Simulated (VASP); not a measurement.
An input for Ansatz (written as the equivalent of a VASP run, and not itself run):

Ansatz 0.2 input:
```yaml
crystal:
  lattice:
    - [3.6322920, 0.0000000, 0.0000000]
    - [-1.8161460, 3.1456569, 0.0000000]
    - [0.0000000, 0.0000000, 5.9918459]
  atoms:
    - { symbol: B, position: [0.3333330, 0.6666670, 0.0007285] }
    - { symbol: B, position: [0.6666670, 0.3333330, 0.5007285] }
    - { symbol: Bi, position: [0.3333330, 0.6666670, 0.3742715] }
    - { symbol: Bi, position: [0.6666670, 0.3333330, 0.8742715] }
kpoints:
  mp_grid: { grid: [7, 7, 4] }
hamiltonian:
  xc: pbesol
  pseudopotentials: { kind: paw }
scf:
  occupations: { method: gaussian, width: 0.05 }
  max_iter: 100
relax:
  max_steps: 40
  f_tol: 0.02
  cell: { p_target: 20 }
output: { forces: true, stress: true, eigenvalues: true }
```

Translate this input to VASP (INCAR, KPOINTS, POSCAR, choice of POTCAR).

One answer among several that fit: 
INCAR:
```
ALGO  =  Normal
SIGMA  =  0.05   # width (eV)
EDIFF  =  1E-6   # SCF stop (eV)
SYSTEM  =  BBi
ISIF  =  3   # ions, shape and volume
ENCUT  =  620
IBRION  =  2
EDIFFG  =  -0.02   # ionic stop
GGA  =  PS   # PBEsol
NELM  =  100
LREAL  =  .FALSE.
ISMEAR  =  0
LWAVE  =  .FALSE.
LCHARG  =  .FALSE.
PREC  =  Accurate
LMAXMIX  =  4   # l cut-off of mixed one-centre charges
NSW  =  40
PSTRESS  =  200   # kbar
LASPH  =  .TRUE.   # aspherical one-centre terms
```

**KPOINTS**
```
Automatic mesh
0
Gamma
7 7 4
0 0 0
```

### POSCAR
```
BBi
1
    3.6322920215     0.0000000000    -0.0000000000
   -1.8161460107     3.1456568677    -0.0000000000
    0.0000000000    -0.0000000000     5.9918458949
B Bi
2 2
Direct
  0.3333330000   0.6666670000   0.0007284858
  0.6666670000   0.3333330000   0.5007284858
  0.3333330000   0.6666670000   0.3742715142
  0.6666670000   0.3333330000   0.8742715142
```

POTCAR, in this order: B Bi_d (PBE.64 set). Program: vasp_std.

The two are equivalent in intent, not identical: each code has its own PAW files, so the cut-off isn't converted (ENCUT is set for VASP's; basis.ecutwfc is left out, and Ansatz then takes the one that its files recommend); Ansatz stops its SCF on the density residual and VASP on the energy change (EDIFF).

The structure was generated: BBi was put into the wurtzite type (P6_3mc), which need not be its known phase. This run relaxes it under an external pressure of 20 GPa. Symmetry was kept, so distortions that lower it aren't found.
